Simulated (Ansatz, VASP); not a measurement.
# AlNi in two plane-wave programs, part 2 of 2

Wanted: the spread between two codes on one cell, functional and k mesh. The cell is taken from a series of runs on this material, whose earlier steps may have relaxed, scaled, displaced or heated it; both programs get it as it stands.

VASP 6.6.1 and Ansatz 0.2.0.

So far: Set-up; VASP: zone-centre phonons, PBEsol, pair 1; Ansatz: zone-centre phonons, PBEsol, pair 1; Differences.

### Step 5. VASP: zone-centre phonons, PBEsol, pair 2

Level of this step: PBEsol, no spin polarisation; plane waves and PAW (Al, Ni) (VASP).

Second derivatives magnify differences that forces hide, and they need a tight electronic threshold. The cell compared in this pair holds 24.37 Å³, against 23.91 Å³ for the pair before.

The input, INCAR:

```
SYSTEM = AlNi
PREC = Accurate
ENCUT = 600
EDIFF = 1E-08
NELM = 120
ISMEAR = 1
SIGMA = 0.2
LREAL = .FALSE.
ALGO = Normal
GGA = PS
NBANDS = 12
LASPH = .TRUE.
LORBIT = 11
LWAVE = .FALSE.
LCHARG = .FALSE.
ISIF = 2
IBRION = 8
GGA_COMPAT = .FALSE.
KPAR = 2
```

The input, POSCAR:

```
AlNi
1.0
    2.8993978677      0.0000000000      0.0000000000
    0.0000000000      2.8993978677      0.0000000000
    0.0000000000      0.0000000000      2.8993978677
Al Ni
1 1
Direct
    0.0000000000      0.0000000000      0.0000000000
    0.5000000000      0.5000000000      0.5000000000
```

The input, KPOINTS:

```
Automatic mesh
0
Gamma
16 16 16
0 0 0
```

Potentials, in the order of the species: Al and Ni (PBE family, release 64).

Launch:

```console
$ mpirun -np 2 vasp_std
```

Numbers of over 12 decimals in the logs are rounded to 6 here.

The program printed:

```text
[banner, memory and clock lines left out]
running    2 mpi-ranks, on    1 nodes
[...]
[... a notice as in an earlier step ...]

 LDA part: xc-table for (Slater+PW92), standard interpolation
 POSCAR, INCAR and KPOINTS ok, starting setup
[...]
entering main loop
       N       E                     dE             d eps       ncg     rms          rms(c)
DAV:   1     0.442203861576E+02    0.44220E+02   -0.60616E+03  3976   0.127E+03
DAV:   2    -0.112563541852E+02   -0.55477E+02   -0.51071E+02  4052   0.207E+02
DAV:   3    -0.131373505153E+02   -0.18810E+01   -0.18511E+01  4784   0.443E+01
DAV:   4    -0.131637537951E+02   -0.26403E-01   -0.26393E-01  4452   0.470E+00
[...]
DAV:  12    -0.115690116914E+02    0.10502E-05   -0.27357E-06  5396   0.256E-02    0.581E-03
DAV:  13    -0.115690112015E+02    0.48996E-06   -0.28411E-07  5488   0.651E-03    0.191E-03
DAV:  14    -0.115690111965E+02    0.49135E-08   -0.54695E-08  4516   0.203E-03
   1 F= -.11569011E+02 E0= -.11569387E+02  d E =0.112632E-02
[...]
RMM:  10    -0.547188320549E-02    0.29608E-07    0.60327E-11 16970   0.497E-05    0.925E-06
RMM:  11    -0.547189930111E-02   -0.16096E-07   -0.33450E-11 16898   0.219E-05    0.287E-06
RMM:  12    -0.547189731605E-02    0.19851E-08    0.59403E-11 16858   0.109E-05    0.746E-07
 first order change of Fermi-energy  -0.11792E-03
 force on displaced ion       1 direction 1 :  -5.331   0.000   0.000
 Linear response progress:
  Degree of freedom:   2/  2
       N       E                     dE             d eps       ncg     rms          rms(c)
RMM:   1    -0.186335724937E+00   -0.18634E+00   -0.99351E-02 14455   0.266E+00
RMM:   2    -0.185001252424E+00    0.13345E-02   -0.15816E-03 14381   0.486E-01    0.125E-01
RMM:   3    -0.185013034206E+00   -0.11782E-04   -0.12133E-04 15351   0.942E-02    0.742E-02
RMM:   4    -0.185420612213E+00   -0.40758E-03   -0.17544E-04 16415   0.103E-01    0.592E-03
[...]
RMM:  11    -0.185375812250E+00   -0.28670E-07   -0.13806E-09 17726   0.493E-05    0.246E-06
RMM:  12    -0.185375832225E+00   -0.19975E-07   -0.12854E-09 17825   0.366E-05    0.713E-07
RMM:  13    -0.185375835473E+00   -0.32474E-08   -0.11766E-09 15508   0.327E-05    0.346E-07
 first order change of Fermi-energy   0.25148E-02
 force on displaced ion       2 direction 1 :  -5.344   0.000  -0.000
 Linear response finished
```

From OUTCAR (step 5):

```text
  Total       -0.9283984     -0.9283984     -0.9283984     -0.0000000      0.0000000     -0.0000000
  in kB      -61.0269311    -61.0269311    -61.0269311     -0.0000000      0.0000000     -0.0000000
  external PRESSURE =     -61.0269311 kB  Pullay stress =       0.0000000 kB

 POSITION                                       TOTAL-FORCE (eV/Angst)
 -----------------------------------------------------------------------------------
      0.00000      0.00000      0.00000         0.000000      0.000000      0.000000
      1.44970      1.44970      1.44970         0.000000      0.000000      0.000000
 -----------------------------------------------------------------------------------
    total drift:                                0.000000      0.000000     -0.000000

[... 1 part as in an earlier step ...]

[... 1 further part left out ...]
```

### Step 6. Ansatz: zone-centre phonons, PBEsol, pair 2

The same cell, functional, mesh and smearing now go to Ansatz, which takes its cutoff from its data sets.

The cell is taken from a series of runs on this material, whose earlier steps may have relaxed, scaled, displaced or heated it; both programs get it as it stands.

The input, input.yaml:

```yaml
crystal:
  lattice:
    - [2.8993978677, 0.0, 0.0]
    - [0.0, 2.8993978677, 0.0]
    - [0.0, 0.0, 2.8993978677]
  atoms:
    - { symbol: Al, position: [0.0, 0.0, 0.0] }
    - { symbol: Ni, position: [0.5, 0.5, 0.5] }
kpoints:
  mp_grid: { grid: [16, 16, 16] }
hamiltonian:
  xc: pbesol
  pseudopotentials: { kind: paw, azcp: { folder: soft_1 }, xc_functional: pbe }
scf:
  occupations: { method: methfessel_paxton, width: 0.2 }
output:
  eigenvalues: true
phonons:
  method: dfpt
```

Launch:

```console
$ ansatz run input.yaml --threads 4 --pin off --max-ram 10240MiB --backend cpu --events-out ev --progress --plain --runs-dir out
```

The program printed:

```text
[...]
Crystal: 2 atoms, lattice volume = 24.374 Å³
Basis set: ecut = 420 eV, 461 PW (Γ), exchange–correlation on 40×40×40 points (8 copies of the dense FFT grid, shifted against one another)
Bands: 15, of which v1, the nominal top of the filled ones, is band 11 counted from 1 (10 counted from 0)
Symmetry: 48 space group operations
k-points: 405 of 4096 (irreducible under 8 space group operations, time reversal used)
[...]
k-point 2: bands = [... 7 lower, 11.8128, 11.8128, 11.9426, 16.6776, 19.1765, 19.1765, 21.4940, 23.2601]
  k-point 404: bands = [... 7 lower, 12.4761, 12.4761, 15.3784, 15.3784, 15.3784, 16.9663, 17.8222, 17.8222]
[...]
ASR residual: 1.827e-5 → 0.000e0 eV/Å²; symmetrization residual: 1.291e-6 eV/Å²
  ASR residual per site (eV/Å²): 6.87e-7 1.83e-5
  Γ frequencies (cm⁻¹): 0.00 0.00 0.00 278.88 278.88 278.88
[...]
[key lines of the parts left out:]
SCF converged after 9 iterations
Free energy (F): -6330.855523 eV
Fermi energy:    13.419933 eV
```

### Step 7. Comparison

What differs besides the data sets and the points named for the pairs above, as far as they apply: the data sets hold 21 valence electrons in Ansatz (on its PAW soft_1 files) and 13 in VASP. Total energies have different zeros and are not compared.

Compared:

| quantity | Ansatz | VASP | difference |
| --- | --- | --- | --- |
| optical mode 1 to 3 (cm⁻¹) | 278.9 | 280.2 | -0.46 % |

Modes are paired by rising frequency, not by their patterns, so a pair may set unlike modes beside each other; they are those without the splitting of longitudinal modes.

### Step 8. Results

* r.m.s. difference of the optical zone-centre modes, each program's sorted by frequency (zone-centre phonons, PBEsol, pair 1): 1.5 cm⁻¹
* difference in optical mode 1 to 3 (zone-centre phonons, PBEsol, pair 1): -0.5 %
* r.m.s. difference of the optical zone-centre modes, each program's sorted by frequency (zone-centre phonons, PBEsol, pair 2): 1.3 cm⁻¹

The r.m.s. difference of the optical zone-centre modes, each program's sorted by frequency is 1.5 cm⁻¹ (zone-centre phonons, PBEsol, pair 1). The data sets hold unlike numbers of valence electrons (21 in Ansatz and 13 in VASP), so part of the differences comes from the potentials. Among the rows given in per cent, the largest difference of the zone-centre phonons, PBEsol, pair 1 pair is in optical mode 1 to 3, -0.5 %. Such differences can come from data sets, numerical settings and the points named under the comparisons, not from the functional's error against experiment.

[Lines on the potential files, build, host, timing and source positions are cut from VASP's logs without a mark.]

[Logs are printed without paths, hosts, clocks, repeated set-up lines and the standing remarks that a program may print on its own settings, such as how far it seeks lower states.]

[Hosts, paths, dates, database ids (printed as entryN), source tags and the programs' standing remarks are cut or masked in the printed files.]
